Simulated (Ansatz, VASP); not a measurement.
Ga2Sb2CO: VASP beside Ansatz

INCAR

```
SYSTEM = Ga2Sb2CO
ALGO = Normal
DIPOL = 0.5 0.5 0.353
EDIFF = 1E-6
ENCUT = 520
GGA = PE
IDIPOL = 3
ISIF = 2
ISMEAR = 0
IVDW = 12
LASPH = .TRUE.
LCHARG = .TRUE.
LDIPOL = .TRUE.
LELF = .TRUE.
LREAL = .FALSE.
LVACPOTAV = .TRUE.
LVHAR = .TRUE.
LWAVE = .FALSE.
NBANDS = 32
NELM = 80
PREC = Accurate
SIGMA = 0.1
```

The input KPOINTS:

```
k-points
0
G
  6 6 1
  0 0 0
```

File POSCAR:

```
Ga2Sb2CO
1.0
    4.3343814621      0.0000000000      0.0000000000
   -2.1671907311      3.7536844559      0.0000000000
    0.0000000000      0.0000000000     23.3197422777
Sb Ga O C
2 2 1 1
Direct
    0.0000000000      0.0000000000      0.1715284823
    0.3333333333      0.6666666667      0.3301590654
    0.3333333333      0.6666666667      0.2094685204
    0.6666666667      0.3333333333      0.3632005095
    1.0000000000      1.0000000000      0.4961350833
    1.0000000000      1.0000000000      0.5454495220
```

Input for Ansatz:

```yaml
crystal:
  lattice:
    - [4.3343814621, 0.0, 0.0]
    - [-2.1671907311, 3.7536844559, 0.0]
    - [0.0, 0.0, 23.3197422777]
  atoms:
    - { symbol: Sb, position: [0.0, 0.0, 0.1715284823] }
    - { symbol: Ga, position: [0.3333333333, 0.6666666667, 0.2094685204] }
    - { symbol: Sb, position: [0.3333333333, 0.6666666667, 0.3301590654] }
    - { symbol: Ga, position: [0.6666666667, 0.3333333333, 0.3632005095] }
    - { symbol: O, position: [1.0, 1.0, 0.4961350833] }
    - { symbol: C, position: [1.0, 1.0, 0.545449522] }
basis:
  ecutwfc: 420
kpoints:
  mp_grid: { grid: [6, 6, 1] }
hamiltonian:
  xc: pbe
  pseudopotentials: { kind: paw, azcp: { folder: soft_1 } }
  dispersion: d3bj
scf:
  occupations: { method: gaussian, width: 0.1 }
output:
  forces: true
  eigenvalues: true
efield:
  axis: 3
  dipole_correction: true
  ramp_width: 0.04
```

Alike in both runs: task single point; functional PBE; dispersion D3(BJ); k mesh 6 × 6 × 1; occupations gaussian, width 0.1 eV; no spin polarisation.

```csv
,VASP,Ansatz
version,VASP 6.6.1,Ansatz 0.2.0
potentials or method,"VASP PAW PBE potentials, release 64 (Sb, Ga_d, O, C)","scalar-relativistic, plane waves, PAW"
plane-wave cutoff (eV),520,420
valence electrons in the cell,46,66
```

Ansatz gave:

```
gap on the k mesh at the Fermi level (eV) : 0.03
least direct gap on the mesh (eV)         : 0.16
rms of the force components (eV/Å)        : 0.494
```

What did VASP give for the same quantities?

gap on the k mesh at the Fermi level (eV): 0.03; least direct gap on the mesh (eV): 0.15; rms of the force components (eV/Å): 0.225.

One of these differences is far larger than is usual between the two programs; its cause wasn't traced. The two sets of potentials don't hold the same shells in valence.

Caveats: the standard files for N, O and F lose accuracy on very short bonds; spin-orbit coupling is left out, which moves the levels of the heavy elements.
